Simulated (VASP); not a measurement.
Here is the system:

```
CdSe
1.0
    4.31113     0.00000     0.00000
   -2.15557     3.73355     0.00000
    0.00000     0.00000     7.02522
Cd Se
2 2
Cartesian
  0.00000   2.48903   0.00000
  2.15557   1.24452   3.51261
  0.00000   2.48903   2.64148
  2.15557   1.24452   6.15409
```

Computed with PBEsol GGA, VASP's PBE PAW potentials (set 64) (plane waves; VASP 6.6.1). Settings: PREC = Normal, EDIFF = 1E-5, 400 eV cut-off, 8×8×4 Γ-centred mesh, Gaussian smearing of 0.050 eV, potentials Cd Se.

Task: Predict the energy per atom (σ→0).

Result: 
```yaml
energy per atom (σ→0): -3.087 eV/atom
```

The absolute energy has meaning only against runs of the same code, potentials and settings.

The compound is CdSe in the wurtzite structure. It was relaxed first.
